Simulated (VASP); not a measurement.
# BSiH5 in VASP: notebook, part 2 of 2

VASP 6.6.1. Earlier steps stand in the parts before.

### 5 Single point, PBE+TS

File INCAR:

```
SYSTEM = SiBH5
ALGO = Normal
EDIFF = 1E-7
ENCUT = 400
GGA = PE
ISIF = 2
ISMEAR = 0
IVDW = 2
LASPH = .True.
LCHARG = .False.
LREAL = .False.
LWAVE = .False.
NBANDS = 15
NELM = 60
PREC = Accurate
SIGMA = 0.01
```

File KPOINTS:

```
k-points
0
Gamma
  1 1 1
  0 0 0
```

File POSCAR:

```
SiBH5
1.0
   12.0000000000      0.0000000000      0.0000000000
    0.0000000000     13.0000000000      0.0000000000
    0.0000000000      0.0000000000     12.0000000000
B Si H
1 1 5
Cartesian
    5.7955500000      5.5249000300      6.4821000000
    5.9278500000      7.4992000200      6.1293000000
    4.7127500400      5.0232999700      6.5679000000
    6.7451499600      4.8113999700      6.6132000000
    5.2227500400      7.8073000200      4.8506000400
    5.2151499600      8.2306000400      7.2174000000
    7.3132500000      8.0327000000      6.0383000400
```

Potentials or basis: VASP PAW PBE potentials, release 64 (B_s, Si, H_s).

Command:

```
> cat potpaw_PBE.64/B_s/POTCAR potpaw_PBE.64/Si/POTCAR potpaw_PBE.64/H_s/POTCAR > POTCAR
> mpirun -np 1 vasp_gam > vasp.out
```

It took 2.3 min on 1 thread of AMD EPYC 7R13 (Zen 3), shared host; peak memory 0.96 GiB.

Results (log left out):

```yaml
Free_energy: -27.7615 eV
Largest_force: 0.148 eV/Å
Gap_between_the_frontier_levels: 3.75 eV
Hirshfeld_charges: B +0.09; Si +0.22; H -0.05, -0.07 e
Dispersion_energy_per_atom: -0.003 eV
```

Forces on the atoms (eV/Å):
```
B   -0.009  0.058 -0.010
Si   0.058 -0.134  0.024
H   -0.093 -0.044  0.007
H    0.083 -0.062  0.011
H   -0.076  0.040 -0.110
H   -0.077  0.076  0.090
H    0.113  0.065 -0.011
```

Levels at points of the mesh, in eV from the valence-band top:
```csv
k point,band 2,band 3,band 4,band 5,band 6,band 7,band 8,band 9,band 10,band 11
"(0.00, 0.00, 0.00)",-4.52,-1.72,-1.25,-0.77,0.00,3.75,6.68,7.23,7.32,7.49
```

A hybrid or GW would open this gap; PBE tends to underestimate it.

### 6 Single point, HSE06+D4

POSCAR is that of step 5.

File INCAR.step1:

```
SYSTEM = SiBH5
  ALGO = Normal
  EDIFF = 1E-5
  ENCUT = 520
  GGA = PE
  ISIF = 2
  ISMEAR = 0
  LASPH = .TRUE.
  LCHARG = .FALSE.
  LREAL = .FALSE.
  LWAVE = .TRUE.
  NELM = 60
  PREC = Accurate
  SIGMA = 0.01
```

File INCAR.step2:

```
SYSTEM = SiBH5
  ALGO = Normal
  EDIFF = 1E-7
  ENCUT = 520
  GGA = PE
  HFSCREEN = 0.2
  ISIF = 2
  ISMEAR = 0
  ISTART = 1
  IVDW = 13
  LASPH = .TRUE.
  LCHARG = .FALSE.
  LHFCALC = .TRUE.
  LREAL = .FALSE.
  LWAVE = .FALSE.
  NELM = 60
  PREC = Accurate
  PRECFOCK = Fast
  SIGMA = 0.01
```

File KPOINTS:

```
k-points
0
G
  1 1 1
  0 0 0
```

Potentials or basis: VASP PAW PBE potentials, release 64 (B, Si, H).

Command:

```
> cat potpaw_PBE.64/B/POTCAR potpaw_PBE.64/Si/POTCAR potpaw_PBE.64/H/POTCAR > POTCAR
> cp INCAR.step1 INCAR
> mpirun -np 1 vasp_gam > vasp.out
> cp INCAR.step2 INCAR
> mpirun -np 1 vasp_gam > vasp.out
```

OUTCAR:

```text
SYSTEM = SiBH5
   EDIFF = 1E-7
   ENCUT = 520
   GGA = PE
   HFSCREEN = 0.2
   ISIF = 2
   ISMEAR = 0
   ISTART = 1
   IVDW = 13
   LASPH = .TRUE.
   LHFCALC = .TRUE.
   LREAL = .FALSE.
   NELM = 60
   PREC = Accurate
   PRECFOCK = Fast

 ion  position               nearest neighbor table
   1  0.483  0.425  0.540-   4 1.19   3 1.20   2 2.01
   2  0.494  0.577  0.511-   7 1.49   6 1.49   5 1.49   1 2.01
   3  0.393  0.386  0.547-   1 1.20
   4  0.562  0.370  0.551-   1 1.19
   5  0.435  0.601  0.404-   2 1.49
   6  0.435  0.633  0.601-   2 1.49
   7  0.609  0.618  0.503-   2 1.49

  LATTYP: Found a simple tetragonal cell.
 ALAT       =    12.0000000000
 C/A-ratio  =     1.0833333333

  Lattice vectors:

 A1 = ( -12.0000000000,   0.0000000000,   0.0000000000)
 A2 = (   0.0000000000,   0.0000000000,  12.0000000000)
 A3 = (   0.0000000000,  13.0000000000,   0.0000000000)

Analysis of symmetry for initial positions (statically):
=====================================================================
 Subroutine PRICEL returns:
 Original cell was already a primitive cell.

 Routine SETGRP: Setting up the symmetry group for a
 simple tetragonal supercell.

 Subroutine GETGRP returns: Found  1 space group operations
 (whereof  1 operations were pure point group operations)
 out of a pool of 16 trial point group operations.

The static configuration has the point symmetry C_1 .

Analysis of symmetry for dynamics (positions and initial velocities):
=====================================================================
 Subroutine PRICEL returns:
 Original cell was already a primitive cell.

 Routine SETGRP: Setting up the symmetry group for a
 simple tetragonal supercell.

 Subroutine GETGRP returns: Found  1 space group operations
[... 118 lines left out ...]
   NKREDX  =     1    reduce k-point grid by
   NKREDY  =     1    reduce k-point grid by
   NKREDZ  =     1    reduce k-point grid by
   AEXX    =    0.2500 exact exchange contribution
   HFSCREEN=    0.2000 screening length (either q_TF or 0.3 A-1)
   HFSCREENC=   0.2000 screening length for correlation (either q_TF or 0.3 A-1)
   ENCUTFOCK=  -1.0 apply spherical cutoff to Coloumb kernel
   IVDW    =    13    specifies the selected vdW correction
   LEPSILON=     F    determine dielectric tensor
   LRPA    =     F    only Hartree local field effects (RPA)
 non-spin polarized calculation
 Gauss-broadening in eV      SIGMA  =   0.01
  energy-cutoff  :      520.00
  volume of cell :     1872.00
 maximum number of plane-waves:     25235
 NGX is ok and might be reduce to    90
  NGX = 48; NGY = 50; NGZ = 48

 number of electron      12.0000002 magnetization

 Free energy of the ion-electron system (eV)
  ---------------------------------------------------
  ext. energy  EPLUGINS =         0.00000000
  ---------------------------------------------------
  free energy    TOTEN  =       -32.08509435 eV

  energy without entropy =      -32.08509435  energy(sigma->0) =      -32.08509435

 E-fermi :  -7.8100     XC(G=0):  -0.5984

 val. band max:       -7.8827607195   @ k =   0.0000   0.0000   0.0000
 cond. band min:      -2.6680353424   @ k =   0.0000   0.0000   0.0000
 fundamental gap:      5.2147253771
 Fermi energy:        -7.8100435288

 k-point     1 :       0.0000    0.0000    0.0000
  band No.  band energies     occupation
      1     -15.0511      2.00000
      2     -12.9038      2.00000
      3      -9.8202      2.00000
      4      -9.1965      2.00000
      5      -8.7611      2.00000
      6      -7.8828      2.00000
      7      -2.6680      0.00000
      8      -0.2319      0.00000
      9       0.4069      0.00000
     10       0.5463      0.00000

------------------------ aborting loop because EDIFF is reached ----------------------------------------

  DFT-D4 for vdW energy calculation

  Edisp (eV):   -0.06710

  FORCE on cell =-STRESS in cart. coord.  units (eV):
  Direction    XX          YY          ZZ          XY          YZ          ZX
  --------------------------------------------------------------------------------------
  -------------------------------------------------------------------------------------
  Total      -0.20100    -0.15931    -0.17296    -0.00513    -0.00060    -0.00046
  in kB      -0.17203    -0.13635    -0.14803    -0.00439    -0.00052    -0.00040
  external pressure =       -0.15 kB  Pullay stress =        0.00 kB

 VOLUME and BASIS-vectors are now :
 -----------------------------------------------------------------------------
  energy-cutoff  :      520.00
  volume of cell :     1872.00
      direct lattice vectors                 reciprocal lattice vectors
    12.000000000  0.000000000  0.000000000     0.083333333  0.000000000  0.000000000
     0.000000000 13.000000000  0.000000000     0.000000000  0.076923077  0.000000000
     0.000000000  0.000000000 12.000000000     0.000000000  0.000000000  0.083333333

 POSITION                                       TOTAL-FORCE (eV/Angst)
 -----------------------------------------------------------------------------------
      5.79555      5.52490      6.48210        -0.001544      0.002713     -0.000084
      5.92785      7.49920      6.12930        -0.001627      0.023920     -0.004428
      4.71275      5.02330      6.56790         0.016591      0.002084     -0.004840
      6.74515      4.81140      6.61320        -0.010833      0.012810     -0.002252
      5.22275      7.80730      4.85060         0.026634     -0.009722      0.045023
      5.21515      8.23060      7.21740         0.026531     -0.017956     -0.034131
      7.31325      8.03270      6.03830        -0.055751     -0.013850      0.000712
 -----------------------------------------------------------------------------------
    total drift:                                0.005052      0.004110     -0.007447

  FREE ENERGIE OF THE ION-ELECTRON SYSTEM (eV)
  ---------------------------------------------------
  free  energy   TOTEN  =       -32.1521954208 eV

  energy  without entropy=      -32.1521954208  energy(sigma->0) =      -32.15219542
```

Wall time 11 min (1 thread of AMD EPYC 7R13 (Zen 3), shared host); peak memory 1.4 GiB.

What came out:

| Item | Value |
| --- | --- |
| Free energy | -32.1522 eV |
| Largest force | 0.057 eV/Å |
| Gap between the frontier levels | 5.21 eV |
| Dispersion energy per atom | -0.010 eV |

Forces in eV/Å, atoms in the order of the input:
```
B   -0.002  0.003  0.000
Si  -0.002  0.024 -0.004
H    0.017  0.002 -0.005
H   -0.011  0.013 -0.002
H    0.027 -0.010  0.045
H    0.027 -0.018 -0.034
H   -0.056 -0.014  0.001
```

Caveat: the PAW data sets were made with another functional, which shifts forces and pressure a little.

### 7 The reference run

An earlier run on the cell as given: functional PBE; potentials or basis VASP PAW PBE potentials, release 64 (B, Si, H); cutoff 520 eV; k mesh 1 × 1 × 1; occupations gaussian, width 0.01 eV; no spin polarisation.

* Largest force: 0.159 eV/Å
* Gap between the frontier levels: 3.74 eV

### 8 Summary

```csv
task,level,potentials or basis,cell,cutoff (eV),grid for exact exchange (PRECFOCK),screening parameter,gap on the mesh (eV),largest force (eV/Å)
electron localisation function,PBE,"VASP PAW PBE potentials, release 64 (B, Si, H)",as given,520,-,-,3.74,0.16
single point,vdW-DF2,"VASP PAW PBE potentials, release 64 (B_s, Si, H_s)",as given,400,-,-,3.95,0.30
relaxation of the atoms,r2SCAN+D3(BJ),"VASP PAW PBE potentials, release 64 (B, Si, H)",atoms relaxed,520,-,-,4.37,0.01
single point,PBE+TS,"VASP PAW PBE potentials, release 64 (B_s, Si, H_s)",as given,400,-,-,3.75,0.15
single point,HSE06+D4,"VASP PAW PBE potentials, release 64 (B, Si, H)",as given,520,Fast,0.2 1/A,5.21,0.06
single point,PBE,"VASP PAW PBE potentials, release 64 (B, Si, H)",as given,520,-,-,3.74,0.16
```

Alike in all rows: no spin polarisation; k mesh 1 × 1 × 1; smearing gaussian 0.01 eV.

Caveats: the PAW data sets were made with another functional, which shifts forces and pressure a little (some runs).

Absolute energies hang on the potentials; compare differences alone.
